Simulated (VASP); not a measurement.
A run of VASP 6.6.1:

File INCAR:

```
ALGO     = Normal         # electronic algorithm
EDIFF    = 1E-6           # SCF threshold, eV
EDIFFG   = -0.005         # ionic threshold
ENCUT    = 520            # plane-wave cutoff, eV
GGA      = PS             # functional
IBRION   = 2              # ionic algorithm
ISIF     = 2              # what is computed and relaxed
ISMEAR   = 0              # smearing method
LASPH    = True           # aspherical terms in the spheres
LCHARG   = False          # write CHGCAR
LREAL    = False          # projectors in reciprocal space
LWAVE    = False          # write WAVECAR
NELM     = 60             # most SCF steps
NSW      = 40             # ionic steps
PREC     = Accurate       # precision mode
SIGMA    = 0.05           # smearing width, eV
```

File KPOINTS:

```
k-points
0
Gamma
  7 7 5
```

Contents of POSCAR:

```
NaBI
1.0
    4.4273558200      0.0000000000      0.0000000000
   -2.2136779100      3.8342026100      0.0000000000
    0.0000000000      0.0000000000      5.3711212200
Na B I
1 1 1
Direct
    0.0000000000      0.0000000000      0.0000000000
    0.3333333300      0.6666666700      0.5000000000
    0.6666666700      0.3333333300      0.5000000000
```

Potentials or basis: VASP PAW PBE potentials, release 64 (Na_pv, B, I).

Launch:

```console
$ cat potpaw_PBE.64/Na_pv/POTCAR potpaw_PBE.64/B/POTCAR potpaw_PBE.64/I/POTCAR > POTCAR
$ mpirun -np 1 vasp_std > vasp.out
```

Hardware: 1 thread of Intel(R) Xeon(R) Platinum 8488C (Sapphire Rapids), on a shared host.

Q: How long does it take, and how much memory?

A: Run time: 12 s on 1 thread of Intel(R) Xeon(R) Platinum 8488C (Sapphire Rapids) (shared host), peak memory 0.23 GiB. Counts: scf iterations 13, k points 24, ion steps 1.
